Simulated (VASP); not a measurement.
Output of a VASP run:

**OUTCAR**
```
 ion  position               nearest neighbor table
   1  0.000  0.000  0.000-
  LATTYP: Found a face centered cubic cell.
 ALAT       =     4.0512123980
 Subroutine PRICEL returns:
 Original cell was already a primitive cell.
 Subroutine GETGRP returns: Found 48 space group operations
The static configuration has the point symmetry O_h .
The dynamic configuration has the point symmetry O_h .
 Subroutine INISYM returns: Found 48 space group operations
 Subroutine IBZKPT returns following result:
 Found    165 irreducible k-points:

 Following reciprocal coordinates:
            Coordinates               Weight
  0.000000  0.000000  0.000000      1.000000
  0.058824  0.000000  0.000000      8.000000
  0.117647  0.000000  0.000000      8.000000
  0.176471  0.000000  0.000000      8.000000
  0.235294  0.000000  0.000000      8.000000
  0.294118  0.000000  0.000000      8.000000
  0.352941  0.000000  0.000000      8.000000
  0.411765  0.000000  0.000000      8.000000
  0.470588  0.000000  0.000000      8.000000
  0.058824  0.058824  0.000000      6.000000
  0.117647  0.058824  0.000000     24.000000
  0.176471  0.058824  0.000000     24.000000
  0.235294  0.058824  0.000000     24.000000
  0.294118  0.058824  0.000000     24.000000
  0.352941  0.058824  0.000000     24.000000
  0.411765  0.058824  0.000000     24.000000
  0.470588  0.058824  0.000000     24.000000
 -0.470588  0.058824  0.000000     24.000000
 -0.411765  0.058824  0.000000     24.000000
 -0.352941  0.058824  0.000000     24.000000
 -0.294118  0.058824  0.000000     24.000000
 -0.235294  0.058824  0.000000     24.000000
 -0.176471  0.058824  0.000000     24.000000
 -0.117647  0.058824  0.000000     24.000000
 -0.058824  0.058824  0.000000     12.000000
  0.117647  0.117647  0.000000      6.000000
  0.176471  0.117647  0.000000     24.000000
  0.235294  0.117647  0.000000     24.000000
  0.294118  0.117647  0.000000     24.000000
  0.352941  0.117647  0.000000     24.000000
  0.411765  0.117647  0.000000     24.000000
  0.470588  0.117647  0.000000     24.000000
 -0.470588  0.117647  0.000000     24.000000
 -0.411765  0.117647  0.000000     24.000000
 -0.352941  0.117647  0.000000     24.000000
 -0.294118  0.117647  0.000000     24.000000
 -0.235294  0.117647  0.000000     24.000000
 -0.176471  0.117647  0.000000     24.000000
 -0.117647  0.117647  0.000000     12.000000
  0.176471  0.176471  0.000000      6.000000
   k-points           NKPTS =    165   k-points in BZ     NKDIM =    165   number of bands    NBANDS=      9
   number of dos      NEDOS =    601   number of ions     NIONS =      1
   total plane-waves  NPLWV =  13824
   dimension x,y,z NGX =    24 NGY =   24 NGZ =   24
   dimension x,y,z NGXF=    48 NGYF=   48 NGZF=   48
   ions per type =               1
   PREC   = accura    normal or accurate (medium, high low for compatibility)
   ISTART =      0    job   : 0-new  1-cont  2-samecut
   ICHARG =      2    charge: 1-file 2-atom 10-const
   ISPIN  =      1    spin polarized calculation?
   LNONCOLLINEAR =      F non collinear calculations
   LSORBIT =      F    spin-orbit coupling
   INIWAV =      1    electr: 0-lowe 1-rand  2-diag
   ENCUT  =  520.0 eV  38.22 Ry    6.18 a.u.   5.33  5.33  5.33*2*pi/ulx,y,z
   NELM   =    100;   NELMIN=  2; NELMDL= -5     # of ELM steps
   EDIFF  = 0.1E-06   stopping-criterion for ELM
   LREAL  =      F    real-space projection
   NLSPLINE    = F    spline interpolate recip. space projectors
   LMAXMIX     =    4 max onsite mixed and CHGCAR
   VOSKOWN=      0    Vosko Wilk Nusair interpolation
   EDIFFG = 0.1E-05   stopping-criterion for IOM
   NSW    =      0    number of steps for IOM
   NBLOCK =      1;   KBLOCK =      1    inner block; outer block
   IBRION =     -1    ionic relax: 0-MD 1-quasi-New 2-CG
   NFREE  =      0    steps in history (QN), initial steepest desc. (CG)
...
```

OSZICAR:
```
       N       E                     dE             d eps       ncg     rms          rms(c)
DAV:   1     0.446978251420E+02    0.44698E+02   -0.57315E+03  3026   0.111E+03
DAV:   2    -0.297295129689E+01   -0.47671E+02   -0.45843E+02  3029   0.212E+02
DAV:   3    -0.333708681978E+01   -0.36414E+00   -0.36401E+00  3550   0.228E+01
DAV:   4    -0.333776474865E+01   -0.67793E-03   -0.67777E-03  3300   0.911E-01
DAV:   5    -0.333776920376E+01   -0.44551E-05   -0.44534E-05  3355   0.684E-02    0.583E+00
DAV:   6    -0.302236041964E+01    0.31541E+00   -0.14887E+00  3023   0.133E+01    0.355E+00
DAV:   7    -0.301195568426E+01    0.10405E-01   -0.14128E-02  3220   0.129E+00    0.198E+00
DAV:   8    -0.300810821599E+01    0.38475E-02   -0.71249E-04  3029   0.263E-01    0.895E-02
DAV:   9    -0.300811658135E+01   -0.83654E-05   -0.93492E-06  3482   0.315E-02    0.128E-02
DAV:  10    -0.300812091389E+01   -0.43325E-05   -0.28932E-06  3229   0.214E-02    0.560E-03
DAV:  11    -0.300812065046E+01    0.26343E-06   -0.93941E-08  2225   0.337E-03    0.410E-04
DAV:  12    -0.300812062962E+01    0.20837E-07   -0.52598E-09  1521   0.844E-04
   1 F= -.30081206E+01 E0= -.30081206E+01  d E =0.000000E+00
```

OUTCAR:
```
------------------------ aborting loop because EDIFF is reached ----------------------------------------
  FORCE on cell =-STRESS in cart. coord.  units (eV):
  Direction    XX          YY          ZZ          XY          YZ          ZX
  --------------------------------------------------------------------------------------
  Total        0.0097625      0.0097625      0.0097625      0.0000000     -0.0000000      0.0000000
  in kB        0.9409697      0.9409697      0.9409697      0.0000000     -0.0000000      0.0000000
  external PRESSURE =       0.9409697 kB  Pullay stress =       0.0000000 kB
  volume of cell :       16.62
      direct lattice vectors                 reciprocal lattice vectors
     0.000000000  2.025606199  2.025606199    -0.246839687  0.246839687  0.246839687
     2.025606199  0.000000000  2.025606199     0.246839687 -0.246839687  0.246839687
     2.025606199  2.025606199  0.000000000     0.246839687  0.246839687 -0.246839687
 POSITION                                       TOTAL-FORCE (eV/Angst)
 -----------------------------------------------------------------------------------
      0.00000      0.00000      0.00000         0.000000     -0.000000     -0.000000
 -----------------------------------------------------------------------------------
    total drift:                               -0.000000      0.000000     -0.000000
  FREE ENERGIE OF THE ION-ELECTRON SYSTEM (eV)
  ---------------------------------------------------
  free  energy   TOTEN  =        -3.0081206296 eV

  energy  without entropy=       -3.0081206296  energy(sigma->0) =       -3.00812063

 total charge

# of ion       s       p       d       tot
------------------------------------------
    1        0.423   0.318   9.149   9.890
```
(Selected blocks of OUTCAR.)

File POSCAR:
```
Ag
1
    0.0000000000     2.0256061990     2.0256061990
    2.0256061990     0.0000000000     2.0256061990
    2.0256061990     2.0256061990     0.0000000000
Ag
1
Direct
  0.0000000000   0.0000000000   0.0000000000
```

### Question
Write an INCAR and KPOINTS that could have produced this output.

### Answer
Several could match; the one computed here: the input of the run itself, AM05 GGA, plane waves, VASP's PBE PAW potentials (set 64).

**KPOINTS**
```
Regular mesh
0
Gamma
  17 17 17
```

### INCAR
```
ALGO=Normal
EDIFF=1E-7
ENCUT=520
GGA=AM
ISIF=2
ISMEAR=-5
LASPH=.True.
LCHARG=.True.
LMAXMIX=4
LORBIT=11
LREAL=.False.
LWAVE=.False.
NEDOS=601
NELM=100
PREC=Accurate
SYSTEM=Ag
```

POTCAR, in this order: Ag (PBE.64 set). Program: vasp_std.

For a metal the tetrahedron method with Blöchl corrections gives inexact stress and forces.

The compound is Ag in the fcc structure. It was relaxed first.
